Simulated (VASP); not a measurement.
```cif
data_AlRu
_chemical_formula_sum 'Al1 Ru1'
_space_group_name_H-M_alt 'P 1'
_space_group_IT_number 1
_cell_length_a 3.01557
_cell_length_b 3.01557
_cell_length_c 3.01557
_cell_angle_alpha 90.000
_cell_angle_beta 90.000
_cell_angle_gamma 90.000
loop_
_space_group_symop_operation_xyz
  'x, y, z'
loop_
_atom_site_label
_atom_site_type_symbol
_atom_site_fract_x
_atom_site_fract_y
_atom_site_fract_z
_atom_site_occupancy
Al1 Al 0.50000 0.50000 0.50000 1
Ru1 Ru 0.00000 0.00000 0.00000 1
```

All values below come from revPBE GGA, VASP's PBE PAW potentials (set 64) (plane waves; VASP). Run with 520 eV cut-off, 12×12×12 Γ-centred mesh, first-order Methfessel-Paxton smearing of 0.10 eV, potentials Al Ru_pv.

**Question.** Give the energy at these volumes per atom, relative to the lowest: 12.90, 13.31, 13.72, 14.13, 14.54 Å³.

**Answer.** 33.2, 7.7, 0.0, 7.5, 27.9 meV/atom. A third-order Birch-Murnaghan fit gives B0 = 197 GPa and B0′ = 4.4.

The compound is RuAl in the CsCl type structure. It was relaxed first.
